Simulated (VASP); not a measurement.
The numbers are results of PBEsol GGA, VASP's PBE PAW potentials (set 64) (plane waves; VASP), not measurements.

Input for VASP

### INCAR
```
LOPTICS=T
LASPH=T   # aspherical one-centre terms
EDIFF=1E-7   # SCF stop (eV)
GGA=PS   # PBEsol
LREAL=F   # projection in real space or not
CSHIFT=0.1
ENCUT=520
NEDOS=1001   # DOS grid
PREC=Accurate
ALGO=Normal
SYSTEM=Li2HfN2
ISMEAR=0
LWAVE=F
NELM=100   # most electronic steps
LMAXMIX=6   # l cut-off of mixed one-centre charges
LCHARG=F
SIGMA=0.01   # width (eV)
NBANDS=51
```

File POSCAR:
```
Li2HfN2
5.4137230
  0.5955166739   0.0000000000   0.0000000000
 -0.2977583370   0.5157325397   0.0000000000
  0.0000000000   0.0000000000   1.0000000286
Li Hf N
2 1 2
Cartesian
  0.2977586347   0.1719106747   0.3823998244
 -0.0000002978   0.3438218650   0.6176002041
  0.0000000000   0.0000000000   1.0000000286
  0.2977586347   0.1719106747   0.7795116760
 -0.0000002978   0.3438218650   0.2204883526
```

**KPOINTS**
```
K-points
0
gamma
  14 14 8
0 0 0
```

POTCAR, in this order: Li_sv Hf_pv N (PBE.64 set). Program: vasp_std.

The run wrote:

### OSZICAR
```
       N       E                     dE             d eps       ncg     rms          rms(c)
DAV:   1     0.147911960819E+03    0.14791E+03   -0.10090E+04 17144   0.537E+02
DAV:   2    -0.317412640313E+02   -0.17965E+03   -0.16826E+03 19723   0.184E+02
DAV:   3    -0.438954187948E+02   -0.12154E+02   -0.11694E+02 28898   0.355E+01
DAV:   4    -0.441526982116E+02   -0.25728E+00   -0.25690E+00 20029   0.487E+00
DAV:   5    -0.441543488517E+02   -0.16506E-02   -0.16505E-02 20465   0.318E-01    0.563E+01
DAV:   6    -0.383652544463E+02    0.57891E+01   -0.11855E+01 20497   0.104E+01    0.521E+01
DAV:   7    -0.381913034434E+02    0.17395E+00   -0.64935E-01 19684   0.314E+00    0.322E+01
DAV:   8    -0.381360733817E+02    0.55230E-01   -0.16495E-01 18539   0.148E+00    0.405E+00
DAV:   9    -0.381233864735E+02    0.12687E-01   -0.17152E-02 18746   0.521E-01    0.177E+00
DAV:  10    -0.381236537307E+02   -0.26726E-03   -0.13926E-03 21228   0.135E-01    0.504E-01
DAV:  11    -0.381236170734E+02    0.36657E-04   -0.55570E-05 19775   0.268E-02    0.802E-02
DAV:  12    -0.381236278848E+02   -0.10811E-04   -0.76646E-06 19216   0.109E-02    0.720E-02
DAV:  13    -0.381236270795E+02    0.80531E-06   -0.12326E-06 20360   0.376E-03    0.112E-02
DAV:  14    -0.381236269366E+02    0.14290E-06   -0.12355E-07 19111   0.154E-03    0.258E-03
DAV:  15    -0.381236269520E+02   -0.15416E-07   -0.14319E-08 11032   0.479E-04
   1 F= -.38123627E+02 E0= -.38123627E+02  d E =-.162669E-12
 imaginary and real dielectric function
```

OUTCAR:
```
------------------------ aborting loop because EDIFF is reached ----------------------------------------
  FORCE on cell =-STRESS in cart. coord.  units (eV):
  Direction    XX          YY          ZZ          XY          YZ          ZX
  --------------------------------------------------------------------------------------
  Total       -0.0316682     -0.0316682      0.0160227      0.0000000      0.0000000      0.0000000
  in kB       -1.0411851     -1.0411850      0.5267917      0.0000000      0.0000000      0.0000000
  external PRESSURE =      -0.5185261 kB  Pullay stress =       0.0000000 kB
  volume of cell :       48.73
      direct lattice vectors                 reciprocal lattice vectors
     3.223962314  0.000000000  0.000000000     0.310177323  0.179080971  0.000000000
    -1.611981157  2.792033112  0.000000000     0.000000000  0.358161941  0.000000000
     0.000000000  0.000000000  5.413723155     0.000000000  0.000000000  0.184715762
 POSITION                                       TOTAL-FORCE (eV/Angst)
 -----------------------------------------------------------------------------------
      1.61198      0.93068      2.07021        -0.000000      0.000000     -0.012330
     -0.00000      1.86136      3.34352        -0.000000     -0.000000      0.012330
      0.00000      0.00000      0.00000        -0.000000      0.000000      0.000000
      1.61198      0.93068      4.22006         0.000000      0.000000     -0.002451
     -0.00000      1.86136      1.19366         0.000000     -0.000000      0.002451
 -----------------------------------------------------------------------------------
    total drift:                                0.000000     -0.000000      0.000000
  FREE ENERGIE OF THE ION-ELECTRON SYSTEM (eV)
  ---------------------------------------------------
  free  energy   TOTEN  =       -38.1236269520 eV

  energy  without entropy=      -38.1236269520  energy(sigma->0) =      -38.12362695

 plasma frequency squared (from intraband transitions) (eV^2)
  --------------------------------------------------------------------------------------
       0.000      -0.000       0.000
      -0.000       0.000       0.000
       0.000       0.000       0.000

 plasma frequency squared (from interband transitions, int dw w eps(2)(w)) (eV^2)
  --------------------------------------------------------------------------------------
     680.683       0.000      -0.000      -0.000       0.000       0.000
      -0.000       0.000     680.683       0.000      -0.000       0.000
       0.000      -0.000      -0.000      -0.000     682.595       0.000
```
(Selected blocks of OUTCAR.)

### OUTCAR
```
 val. band max:        4.2977589712   @ k =   0.0000   0.0000   0.0000

 cond. band min:       6.1514009370   @ k =   0.5000   0.0000   0.5000


 Fermi energy:         4.3397123091

 k-point     1 :       0.0000    0.0000    0.0000
  band No.  band energies     occupation
      1     -39.4338      2.00000
      2     -39.2261      2.00000
      3     -25.3997      2.00000
      4     -24.9695      2.00000
      5     -24.9694      2.00000
      6      -9.7705      2.00000
      7      -7.7675      2.00000
      8      -0.7064      2.00000
      9       1.4164      2.00000
     10       1.4164      2.00000
     11       3.8665      2.00000
     12       4.2977      2.00000
     13       4.2978      2.00000
     14       7.8178      0.00000
     15       7.8178      0.00000
     16       8.2405      0.00000
     17       8.9790      0.00000
     18      11.8311      0.00000
     19      11.8311      0.00000
     20      12.0719      0.00000
     21      13.3458      0.00000
     22      16.1540      0.00000
     23      16.1540      0.00000
     24      18.2716      0.00000
     25      18.6085      0.00000
     26      18.6173      0.00000
     27      18.6173      0.00000
     28      22.5062      0.00000
     29      25.2105      0.00000
     30      25.2105      0.00000
     31      25.8940      0.00000
     32      26.2445      0.00000
     33      26.4047      0.00000
     34      26.4047      0.00000
     35      29.5792      0.00000
     36      29.5793      0.00000
     37      32.9427      0.00000
     38      34.2764      0.00000
     39      34.3717      0.00000
     40      35.3940      0.00000
     41      35.3940      0.00000
     42      35.7875      0.00000
     43      35.7875      0.00000
     44      37.7882      0.00000
     45      37.7882      0.00000
     46      39.2627      0.00000
     47      39.2627      0.00000
     48      39.7473      0.00000
     49      40.6276      0.00000
     50      46.7454      0.00000
     51      47.1378      0.00000
...
```

The dielectric response may not be converged in the k-mesh; for small gaps it tends to come out too large. Unless said otherwise, spin-orbit coupling is left out, though it shifts the bands of the heavy elements here.

The structure comes from a computed database's Li2HfN2 entry (P-3m1); how it stands against other phases isn't given here. It was relaxed first.
